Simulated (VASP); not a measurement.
## RbPbF3 (space group Pm-3m): computed properties

The numbers are results of PBEsol GGA, VASP's PBE PAW potentials (set 64) (plane waves; VASP), not measurements.

| Quantity | Result |
|---|---|
| space group | Pm-3m (221) |
| cell | a = b = c = 4.782 Å, α = β = γ = 90.00° |
| volume per atom | 21.87 Å³/atom |
| band gap (over mesh and band path) | 2.77 eV |
| smallest direct gap (over mesh and band path) | 2.77 eV |
| band-edge character without spin-orbit coupling | direct, R to R |
| band gap with spin-orbit coupling | 1.75 eV |
| density | 5.31 g/cm³ |
| optical Γ-point spectrum | 79i (×3), 52i (×3), 60 (×3), 199 (×3) cm⁻¹ |

PbRbF3 is taken in the cubic space group Pm-3m (No. 221), the cubic perovskite structure, Pearson symbol cP5. Lattice parameters: a = b = c = 4.782 Å, α = β = γ = 90.00°. Rb on 1a is surrounded by 12 F at 3.381 Å (cuboctahedral). Pb on 1b is coordinated by 6 F at 2.391 Å (octahedral). F on 3c has 2 Pb at 2.391 Å and 4 Rb at 3.381 Å (octahedral). (Neighbours: up to the widest gap in distance over summed covalent radii, below 1.35, at either atom; cation-cation and far metal-metal contacts left out.)

Unless said otherwise, spin-orbit coupling is left out, though it shifts the bands of the heavy elements here.

The structure comes from a computed database's RbPbF3 entry (Pm-3m); how it stands against other phases isn't given here. It was relaxed first. Symmetry was kept, so distortions that lower it aren't found.
